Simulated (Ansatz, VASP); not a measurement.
## SiPd3O3: VASP beside Ansatz

Contents of INCAR:

```
ALGO = Normal
EDIFF = 1E-6
ENCUT = 520
GGA = PE
ISIF = 2
ISMEAR = 0
LASPH = True
LCHARG = False
LREAL = False
LWAVE = False
NBANDS = 35
NELM = 60
PREC = Accurate
SIGMA = 0.1
```

Contents of KPOINTS:

```
k-points
0
Gamma
  4 4 4
```

Contents of POSCAR:

```
SiPd3O3
1.0
    4.5073547700      0.0000000000      0.0000000000
    0.0000000000      4.5073547700      0.0000000000
    0.0000000000      0.0000000000      4.5073547700
Si Pd O
1 3 3
Direct
    0.5000000000      0.5000000000      0.5000000000
    0.0000000000      0.5000000000      0.5000000000
    0.5000000000      0.5000000000      0.0000000000
    0.5000000000      0.0000000000      0.5000000000
    0.0000000000      0.5000000000      0.0000000000
    0.5000000000      0.0000000000      0.0000000000
    0.0000000000      0.0000000000      0.5000000000
```

Input for Ansatz:

```yaml
crystal:
  lattice:
    - [4.50735477, 0.0, 0.0]
    - [0.0, 4.50735477, 0.0]
    - [0.0, 0.0, 4.50735477]
  atoms:
    - { symbol: Si, position: [0.5, 0.5, 0.5] }
    - { symbol: Pd, position: [0.0, 0.5, 0.5] }
    - { symbol: Pd, position: [0.5, 0.5, 0.0] }
    - { symbol: Pd, position: [0.5, 0.0, 0.5] }
    - { symbol: O, position: [0.0, 0.5, 0.0] }
    - { symbol: O, position: [0.5, 0.0, 0.0] }
    - { symbol: O, position: [0.0, 0.0, 0.5] }
basis:
  ecutwfc: 420
kpoints:
  mp_grid: { grid: [4, 4, 4] }
hamiltonian:
  xc: pbe
scf:
  occupations: { method: gaussian, width: 0.1 }
  lower_state_search: "off"
output:
  forces: true
  stress: true
  eigenvalues: true
```

Change from the starting cell: species swapped into the Ce3GaBr3 type (Pm-3m, No. 221).

Alike in both runs: task single point; functional PBE; k mesh 4 × 4 × 4; occupations gaussian, width 0.1 eV; no spin polarisation.

|  | VASP | Ansatz |
| --- | --- | --- |
| version | VASP 6.6.1 | Ansatz 0.2.0 |
| potentials or method | VASP PAW PBE potentials, release 64 (Si, Pd, O) | scalar-relativistic, plane waves, PAW |
| plane-wave cutoff (eV) | 520 | 420 |
| valence electrons in the cell | 52 | 76 |

|  | VASP | Ansatz | Ansatz less VASP |
| --- | --- | --- | --- |
| gap on the k mesh at the Fermi level (eV) | none | none | - |
| pressure (GPa) | 6.9 | 6.7 | -0.21 |

A gap of «none» marks a metal or a gap that the smearing closes. The two sets of potentials don't hold the same shells in valence.
